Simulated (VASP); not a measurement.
Input for VASP

INCAR:
```
# general
SYSTEM  = Ir
PREC    = Accurate
ENCUT   = 500
LREAL   = .False.
LASPH   = .True.

# electronic loop
EDIFF   = 1E-6
NELM    = 100
ALGO    = Normal
LMAXMIX = 6

# smearing
ISMEAR  = 1
SIGMA   = 0.1

# functional
GGA     = PE

# ions
IBRION  = 2
NSW     = 40
ISIF    = 3
EDIFFG  = -0.02
PSTRESS = 50

# output
LWAVE   = .False.
LCHARG  = .False.
```

File KPOINTS:
```
K-points
0
Gamma
16 16 16
0 0 0
```

### POSCAR
```
Ir
1
    0.0000000000     1.9278747498     1.9278747498
    1.9278747498     0.0000000000     1.9278747498
    1.9278747498     1.9278747498     0.0000000000
Ir
1
Direct
  0.0000000000   0.0000000000   0.0000000000
```

POTCAR, in this order: Ir (PBE.64 set). Program: vasp_std.

Task: Translate this PBE calculation to Ansatz.

Result: One equivalent input (not run):
Ansatz 0.2 input:
```yaml
crystal:
  lattice:
    - [0.0000000, 1.9278747, 1.9278747]
    - [1.9278747, 0.0000000, 1.9278747]
    - [1.9278747, 1.9278747, 0.0000000]
  atoms:
    - { symbol: Ir, position: [0.0000000, 0.0000000, 0.0000000] }
kpoints:
  mp_grid: { grid: [16, 16, 16] }
hamiltonian:
  xc: pbe
  pseudopotentials: { kind: paw }
scf:
  occupations: { method: methfessel_paxton, width: 0.1 }
  max_iter: 100
relax:
  max_steps: 40
  f_tol: 0.02
  cell: { p_target: 5 }
output: { forces: true, stress: true, eigenvalues: true }
```
Limits of the translation: each code has its own PAW files, so the cut-off isn't converted (ENCUT is set for VASP's; basis.ecutwfc is left out, and Ansatz then takes the one that its files recommend); Ansatz stops its SCF on the density residual and VASP on the energy change (EDIFF).

The compound is Ir in the fcc structure. It was relaxed first under an external pressure of 5 GPa.
